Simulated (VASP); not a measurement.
Output of a VASP run:

**OSZICAR**
```
       N       E                     dE             d eps       ncg     rms          rms(c)
DAV:   1     0.149292972384E+01    0.14929E+01   -0.70736E+02   845   0.416E+02
DAV:   2    -0.922982583201E+00   -0.24159E+01   -0.23442E+01  1200   0.598E+01
DAV:   3    -0.102754253903E+01   -0.10456E+00   -0.10450E+00  1075   0.898E+00
DAV:   4    -0.102996034808E+01   -0.24178E-02   -0.24044E-02  1145   0.125E+00
DAV:   5    -0.102997885163E+01   -0.18504E-04   -0.18504E-04  1080   0.110E-01    0.126E-01
DAV:   6    -0.103016637096E+01   -0.18752E-03   -0.27362E-04  1170   0.168E-01    0.783E-02
DAV:   7    -0.103076512373E+01   -0.59875E-03   -0.67807E-04  1115   0.261E-01    0.901E-03
DAV:   8    -0.103077678166E+01   -0.11658E-04   -0.26833E-05   940   0.533E-02    0.356E-03
DAV:   9    -0.103077701622E+01   -0.23456E-06   -0.18991E-06  1170   0.129E-02
   1 F= -.10307770E+01 E0= -.10307807E+01  d E =-.103078E+01
       N       E                     dE             d eps       ncg     rms          rms(c)
DAV:   1    -0.103470878040E+01   -0.39320E-02   -0.37704E-02  1110   0.223E+00    0.386E-01
DAV:   2    -0.103471064982E+01   -0.18694E-05   -0.12206E-02  1030   0.958E-01    0.306E-01
DAV:   3    -0.103294809338E+01    0.17626E-02   -0.54922E-03  1365   0.760E-01    0.307E-01
DAV:   4    -0.103397908603E+01   -0.10310E-02   -0.16409E-03  1090   0.545E-01    0.237E-02
DAV:   5    -0.103401669976E+01   -0.37614E-04   -0.31396E-04  1040   0.155E-01    0.730E-03
DAV:   6    -0.103402707772E+01   -0.10378E-04   -0.42905E-06   925   0.277E-02    0.271E-03
DAV:   7    -0.103402900287E+01   -0.19251E-05   -0.30501E-07   540   0.775E-03    0.198E-04
DAV:   8    -0.103402925719E+01   -0.25432E-06   -0.68087E-08   425   0.326E-03
   2 F= -.10340293E+01 E0= -.10340340E+01  d E =-.325224E-02
       N       E                     dE             d eps       ncg     rms          rms(c)
DAV:   1    -0.104248767031E+01   -0.84587E-02   -0.31267E-01  1075   0.671E+00    0.108E+00
DAV:   2    -0.104288496672E+01   -0.39730E-03   -0.10346E-01   950   0.279E+00    0.872E-01
DAV:   3    -0.102744788208E+01    0.15437E-01   -0.48716E-02  1210   0.264E+00    0.950E-01
DAV:   4    -0.103758353991E+01   -0.10136E-01   -0.19187E-02   945   0.205E+00    0.673E-02
DAV:   5    -0.103785643650E+01   -0.27290E-03   -0.26716E-03  1090   0.432E-01    0.245E-02
DAV:   6    -0.103790291629E+01   -0.46480E-04   -0.33840E-05   910   0.703E-02    0.168E-02
DAV:   7    -0.103791351707E+01   -0.10601E-04   -0.55641E-06  1005   0.292E-02    0.168E-03
DAV:   8    -0.103791467252E+01   -0.11554E-05   -0.49625E-07   565   0.109E-02    0.253E-04
DAV:   9    -0.103791485397E+01   -0.18145E-06   -0.61384E-08   435   0.332E-03
   3 F= -.10379149E+01 E0= -.10379228E+01  d E =-.713784E-02
```

OUTCAR:
```
------------------------ aborting loop because EDIFF is reached ----------------------------------------
  FORCE on cell =-STRESS in cart. coord.  units (eV):
  Direction    XX          YY          ZZ          XY          YZ          ZX
  --------------------------------------------------------------------------------------
  Total        0.0001890      0.0001890      0.0001890      0.0000000     -0.0000000      0.0000000
  in kB        0.0155732      0.0155732      0.0155732      0.0000000     -0.0000000      0.0000000
  external PRESSURE =       0.0155732 kB  Pullay stress =       0.0000000 kB
  volume of cell :       19.44
      direct lattice vectors                 reciprocal lattice vectors
    -1.693997008  1.693997008  1.693997008     0.000000000  0.295159907  0.295159907
     1.693997008 -1.693997008  1.693997008     0.295159907  0.000000000  0.295159907
     1.693997008  1.693997008 -1.693997008     0.295159907  0.295159907  0.000000000
 POSITION                                       TOTAL-FORCE (eV/Angst)
 -----------------------------------------------------------------------------------
      0.00000      0.00000      0.00000         0.000000     -0.000000      0.000000
 -----------------------------------------------------------------------------------
    total drift:                               -0.000000      0.000000     -0.000000
  FREE ENERGIE OF THE ION-ELECTRON SYSTEM (eV)
  ---------------------------------------------------
  free  energy   TOTEN  =        -1.0379148540 eV

  energy  without entropy=       -1.0379387769  energy(sigma->0) =       -1.03792283

 reached required accuracy - stopping structural energy minimisation
```
(Selected blocks of OUTCAR.)

**POSCAR**
```
Li
1
   -1.7450000000     1.7450000000     1.7450000000
    1.7450000000    -1.7450000000     1.7450000000
    1.7450000000     1.7450000000    -1.7450000000
Li
1
Direct
  0.0000000000   0.0000000000   0.0000000000
```

Q: Reconstruct the remaining input files.

A: One answer among several that fit: the input of the run itself, vdW-DF2, plane waves, VASP's PBE PAW potentials (set 64).

**INCAR**
```
# general
SYSTEM   = Li
PREC     = Accurate
ENCUT    = 520
LREAL    = .FALSE.
LASPH    = .TRUE.

# electronic loop
EDIFF    = 1E-6
NELM     = 100
ALGO     = Normal

# smearing
ISMEAR   = 1
SIGMA    = 0.1

# functional
GGA      = ML
LUSE_VDW = .TRUE.
AGGAC    = 0.0
ZAB_VDW  = -1.8867

# ions
IBRION   = 2
NSW      = 60
ISIF     = 3
EDIFFG   = -0.01

# output
LWAVE    = .FALSE.
LCHARG   = .FALSE.
```

### KPOINTS
```
Automatic
0
gamma
  13 13 13
```

POTCAR, in this order: Li_sv (PBE.64 set). Program: vasp_std.

Energy and stress use the plane-wave basis of the starting cell.

The compound is Li in the bcc structure. This run relaxes it. Symmetry was kept, so distortions that lower it aren't found.
